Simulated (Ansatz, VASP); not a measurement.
# Cross-check of WSe2 between VASP and Ansatz, part 2 of 2

Wanted: the spread between two codes on one cell, functional and k mesh. The structure shown is the end of the Ansatz relaxation below.

VASP 6.6.1 and Ansatz 0.2.0.

So far: The starting structure; Ansatz: relaxation, PBEsol.

## (3) VASP: single point, PBEsol

Level of this step: PBEsol, no spin polarisation; plane waves and PAW (W, Se) (VASP).

The same cell, functional, mesh and smearing now go to VASP, with its own data sets.

Lines of VASP's logs that name or quote its potential files are left out, and so is its time.

INCAR reads:

```
SYSTEM = WSe2
PREC = Accurate
ENCUT = 600
EDIFF = 1E-06
NELM = 120
ISMEAR = -1
SIGMA = 0.02
LREAL = .FALSE.
ALGO = Normal
GGA = PS
NBANDS = 48
LASPH = .TRUE.
LORBIT = 11
LWAVE = .FALSE.
LCHARG = .FALSE.
ISIF = 2
GGA_COMPAT = .FALSE.
EFERMI = MIDGAP
KPAR = 2
```

POSCAR reads:

```
WSe2
1.0
    6.5401410088      0.0000000000      0.0000000000
   -3.2700705044      5.6639282580      0.0000000000
    0.0000000000      0.0000000000     18.1423650000
W Se
4 8
Direct
    0.3333333334      0.1666666666      0.5000000000
    0.3333333334      0.6666666666      0.5000000000
    0.8333333334      0.1666666666      0.5000000000
    0.8333333334      0.6666666666      0.5000000000
    0.1666666666      0.3333333334      0.4078046949
    0.1666666666      0.3333333334      0.5921953051
    0.1666666666      0.8333333334      0.4078046949
    0.1666666666      0.8333333334      0.5921953051
    0.6666666666      0.3333333334      0.4078046949
    0.6666666666      0.3333333334      0.5921953051
    0.6666666666      0.8333333334      0.4078046949
    0.6666666666      0.8333333334      0.5921953051
```

KPOINTS reads:

```
Automatic mesh
0
Gamma
5 5 2
0 0 0
```

The projector-augmented-wave data sets are W and Se (PBE family, release 64).

Started as:

```
$ mpirun -np 2 vasp_std
```

Numbers of over 12 decimals in the logs are rounded to 6 here.

Output:

```text
[banner, memory and clock lines left out]
running    2 mpi-ranks, on    1 nodes
 distrk:  each k-point on    1 cores,    2 groups
 distr:  one band on    1 cores,    1 groups

 POSCAR found type information on POSCAR W Se
 POSCAR found :  2 types and      12 ions
|                                                                             |
|               ----> ADVICE to this user running VASP <----                  |
|                                                                             |
|     You enforced a specific xc type in the INCAR file but a different       |
|     [... a line on the potential file left out ...]
|     I HOPE YOU KNOW WHAT YOU ARE DOING!                                     |
|                                                                             |

 LDA part: xc-table for (Slater+PW92), standard interpolation
 POSCAR, INCAR and KPOINTS ok, starting setup
 FFT: planning ... GRIDC
 FFT: planning ... GRID_SOFT
 FFT: planning ... GRID
 WAVECAR not read
 entering main loop
       N       E                     dE             d eps       ncg     rms          rms(c)
DAV:   1     0.559444698540E+03    0.55944E+03   -0.27100E+04   960   0.128E+03
DAV:   2    -0.150590249183E+02   -0.57450E+03   -0.55297E+03  1480   0.231E+02
DAV:   3    -0.945157734624E+02   -0.79457E+02   -0.78796E+02  1144   0.937E+01
DAV:   4    -0.972713773474E+02   -0.27556E+01   -0.27363E+01  1320   0.199E+01
DAV:   5    -0.973557013772E+02   -0.84324E-01   -0.84205E-01  1440   0.306E+00    0.460E+01
DAV:   6    -0.941643741481E+02    0.31913E+01   -0.13663E+01  1448   0.129E+01    0.184E+01
DAV:   7    -0.935533399328E+02    0.61103E+00   -0.70423E+00  1312   0.998E+00    0.107E+01
DAV:   8    -0.932166238634E+02    0.33672E+00   -0.98461E-01  1344   0.450E+00    0.106E+00
DAV:   9    -0.932086759011E+02    0.79480E-02   -0.12846E-01  1360   0.131E+00    0.556E-01
DAV:  10    -0.932040286390E+02    0.46473E-02   -0.24319E-02  1336   0.598E-01    0.356E-01
DAV:  11    -0.932041099970E+02   -0.81358E-04   -0.28383E-03  1368   0.222E-01    0.161E-01
DAV:  12    -0.932035398622E+02    0.57013E-03   -0.27443E-03  1208   0.171E-01    0.467E-02
DAV:  13    -0.932038416149E+02   -0.30175E-03   -0.88836E-04  1288   0.843E-02    0.641E-02
DAV:  14    -0.932043320591E+02   -0.49044E-03   -0.89582E-05  1104   0.407E-02    0.298E-02
DAV:  15    -0.932044887087E+02   -0.15665E-03   -0.62712E-05  1168   0.229E-02    0.112E-02
DAV:  16    -0.932046411610E+02   -0.15245E-03   -0.79112E-05  1160   0.252E-02    0.130E-02
DAV:  17    -0.932048195303E+02   -0.17837E-03   -0.11971E-05  1080   0.113E-02    0.730E-03
DAV:  18    -0.932049279122E+02   -0.10838E-03   -0.85771E-06  1120   0.599E-03    0.765E-03
DAV:  19    -0.932049773903E+02   -0.49478E-04   -0.46715E-06  1016   0.501E-03    0.147E-03
DAV:  20    -0.932049974582E+02   -0.20068E-04   -0.14915E-06   984   0.234E-03    0.230E-03
DAV:  21    -0.932050015060E+02   -0.40478E-05   -0.23568E-07   856   0.868E-04    0.654E-04
DAV:  22    -0.932050024757E+02   -0.96971E-06   -0.88740E-08   728   0.791E-04
   1 F= -.93205002E+02 E0= -.93205002E+02  d E =-.207736E-20
```

From OUTCAR (step 3):

```text
ion  position               nearest neighbor table
   1  0.333  0.167  0.500-   9 2.52  10 2.52   7 2.52   8 2.52   5 2.52   6 2.52   3 3.27   3 3.27
                             4 3.27   2 3.27   2 3.27   4 3.27
   2  0.333  0.667  0.500-  11 2.52  12 2.52   5 2.52   6 2.52   7 2.52   8 2.52   4 3.27   4 3.27
                             1 3.27   1 3.27   3 3.27   3 3.27
   3  0.833  0.167  0.500-   5 2.52   6 2.52  11 2.52  12 2.52   9 2.52  10 2.52   1 3.27   1 3.27
                             4 3.27   4 3.27   2 3.27   2 3.27
   4  0.833  0.667  0.500-   7 2.52   8 2.52   9 2.52  10 2.52  11 2.52  12 2.52   2 3.27   2 3.27
                             3 3.27   3 3.27   1 3.27   1 3.27
   5  0.167  0.333  0.408-   3 2.52   2 2.52   1 2.52
   6  0.167  0.333  0.592-   3 2.52   2 2.52   1 2.52
   7  0.167  0.833  0.408-   4 2.52   1 2.52   2 2.52
   8  0.167  0.833  0.592-   4 2.52   1 2.52   2 2.52
   9  0.667  0.333  0.408-   1 2.52   4 2.52   3 2.52
  10  0.667  0.333  0.592-   1 2.52   4 2.52   3 2.52
  11  0.667  0.833  0.408-   2 2.52   3 2.52   4 2.52
  12  0.667  0.833  0.592-   2 2.52   3 2.52   4 2.52

  LATTYP: Found a hexagonal cell.
 ALAT       =     6.5401410088
 C/A-ratio  =     2.7740021164

 Subroutine GETGRP returns: Found 12 space group operations
 (whereof 12 operations were pure point group operations)

The static configuration has the point symmetry D_3h.

 Found     10 irreducible k-points:

   k-points           NKPTS =     10   k-points in BZ     NKDIM =     10   number of bands    NBANDS=     48

   dimension x,y,z NGX =    54 NGY =   54 NGZ =  150
   dimension x,y,z NGXF=   108 NGYF=  108 NGZF=  300

   ENCUT  =  600.0 eV  44.10 Ry    6.64 a.u.  13.06 13.06 36.23*2*pi/ulx,y,z

   NELECT =      72.0000    total number of electrons

 k-points in reciprocal lattice and weights: Automatic mesh
   0.00000000  0.00000000  0.00000000       0.020
   0.20000000  0.00000000  0.00000000       0.120
   0.40000000 -0.00000000  0.00000000       0.120
   0.20000000  0.20000000  0.00000000       0.120
   0.40000000  0.20000000  0.00000000       0.120
   0.00000000  0.00000000  0.50000000       0.020
   0.20000000  0.00000000  0.50000000       0.120
   0.40000000 -0.00000000  0.50000000       0.120
   0.20000000  0.20000000  0.50000000       0.120
   0.40000000  0.20000000  0.50000000       0.120

 average (electrostatic) potential at core
       1 -46.8415       2 -46.8415       3 -46.8415       4 -46.8415       5 -59.5508
       6 -59.5508       7 -59.5508       8 -59.5508       9 -59.5508      10 -59.5508
      11 -59.5508      12 -59.5508

 E-fermi :  -0.7125

 k-point     1 :       0.0000    0.0000    0.0000
  band No.  band energies     occupation
    ...
     32      -2.5454      2.00000
     33      -2.3515      2.00000
     34      -2.3515      2.00000
     35      -2.3515      2.00000
     36      -1.9420      2.00000
     37       0.9803      0.00000
     38       0.9803      0.00000
     39       0.9803      0.00000
     40       1.3161      0.00000
     41       1.3161      0.00000
    ...

 k-point     2 :       0.2000    0.0000    0.0000
  band No.  band energies     occupation
    ...
     32      -2.6665      2.00000
     33      -2.4627      2.00000
     34      -2.0808      2.00000
     35      -2.0808      2.00000
     36      -1.9824      2.00000
     37       0.8716      0.00000
     38       0.8716      0.00000
     39       0.8929      0.00000
     40       0.9531      0.00000
     41       1.1131      0.00000
    ...

 k-point     3 :       0.4000   -0.0000    0.0000
  band No.  band energies     occupation
    ...
     32      -2.8147      2.00000
     33      -2.7297      2.00000
     34      -2.2629      2.00000
     35      -2.0325      2.00000
     36      -2.0325      2.00000
     37       0.4806      0.00000
     38       0.5220      0.00000
     39       0.6305      0.00000
     40       0.6305      0.00000
     41       0.8723      0.00000
    ...

  Total       -0.3576021     -0.3576021     -0.2283515      0.0000000      0.0000000     -0.0000000
  in kB       -0.8525344     -0.8525344     -0.5443970      0.0000000      0.0000000     -0.0000000
  external PRESSURE =      -0.7498219 kB  Pullay stress =       0.0000000 kB

  energy-cutoff  :      600.00
  volume of cell :      672.05
      direct lattice vectors                 reciprocal lattice vectors
     6.540141009  0.000000000  0.000000000     0.152901902  0.088277954  0.000000000
    -3.270070504  5.663928258  0.000000000     0.000000000  0.176555909  0.000000000
     0.000000000  0.000000000 18.142365000     0.000000000  0.000000000  0.055119605

 POSITION                                       TOTAL-FORCE (eV/Angst)
 -----------------------------------------------------------------------------------
      1.63504      0.94399      9.07118        -0.000000     -0.000000      0.000000
      0.00000      3.77595      9.07118        -0.000000     -0.000000      0.000000
      4.90511      0.94399      9.07118        -0.000000     -0.000000      0.000000
      3.27007      3.77595      9.07118        -0.000000      0.000000      0.000000
     -0.00000      1.88798      7.39854        -0.000000      0.000000      0.015556
     -0.00000      1.88798     10.74382         0.000000      0.000000     -0.015556
     -1.63504      4.71994      7.39854         0.000000     -0.000000      0.015556
     -1.63504      4.71994     10.74382         0.000000     -0.000000     -0.015556
      3.27007      1.88798      7.39854         0.000000      0.000000      0.015556
      3.27007      1.88798     10.74382         0.000000      0.000000     -0.015556
      1.63504      4.71994      7.39854         0.000000     -0.000000      0.015556
      1.63504      4.71994     10.74382         0.000000      0.000000     -0.015556
 -----------------------------------------------------------------------------------
    total drift:                                0.000001     -0.000001      0.000000

  FREE ENERGIE OF THE ION-ELECTRON SYSTEM (eV)
  ---------------------------------------------------
  free  energy   TOTEN  =       -93.2050024757 eV

  energy  without entropy=      -93.2050024757  energy(sigma->0) =      -93.20500248

 total charge
# of ion       s       p       d       tot
------------------------------------------
    1        0.538   0.635   4.230   5.403
    2        0.538   0.635   4.230   5.403
    3        0.538   0.635   4.230   5.403
    4        0.538   0.635   4.230   5.403
    5        1.475   2.351   0.071   3.897
    6        1.475   2.351   0.071   3.897
    7        1.475   2.351   0.071   3.897
    8        1.475   2.351   0.071   3.897
    9        1.475   2.351   0.071   3.897
   10        1.475   2.351   0.071   3.897
   11        1.475   2.351   0.071   3.897
   12        1.475   2.351   0.071   3.897
--------------------------------------------------
tot         13.955  21.348  17.487  52.790

[... 3 further parts left out ...]
```

This run has no spin polarisation, so a moment on W, if there is one, isn't seen. The data set W keeps the semicore shell frozen, which is cheaper and a little less accurate.

## (4) Comparison

Known differences besides the potentials themselves: the data sets hold 184 valence electrons in Ansatz (on its PAW soft_1 files) and 72 in VASP; Ansatz makes its cores anew for this functional, VASP keeps those of its PBE data sets; Ansatz's pressure holds a Pulay correction, VASP's none. Total energies have different zeros and are not compared.

Both answers:

| quantity | Ansatz | VASP | difference |
| --- | --- | --- | --- |
| pressure (GPa) | 0.00 | -0.07 | +0.08 |
| gap on the k mesh (eV) | 1.888 | 1.881 | +0.006 |

At this near-relaxed geometry the largest component of a force difference is 16 meV/Å. A gap on the mesh is an upper bound, since the band edges may lie between its points; neither run holds spin-orbit coupling, which can move the band edges of a compound of W. With vacuum in the cell, a pressure given here is an average over mostly empty space and none of the material.

## (5) Summary of results

| Property | Result |
| --- | --- |
| difference in gap on the k mesh (single point, PBEsol) | 0.0063 eV |
| r.m.s. force difference (single point, PBEsol) | 7.5 meV/Å |

What this shows: The r.m.s. force difference is 7.5 meV/Å (single point, PBEsol), within the 12 meV/Å picked in this series as the mark of a large difference. The data sets hold unlike numbers of valence electrons (184 in Ansatz and 72 in VASP), so part of the differences comes from the potentials. Such differences can come from data sets, numerical settings and the points named under the comparisons, not from the functional's error against experiment.

[Lines on the potential files, build, host, timing and source positions are cut from VASP's logs without a mark.]

[Logs are printed without paths, hosts, clocks, repeated set-up lines and the standing remarks that a program may print on its own settings, such as how far it seeks lower states.]

[Hosts, paths, dates, database ids (printed as entryN), source tags and the programs' standing remarks are cut or masked in the printed files.]
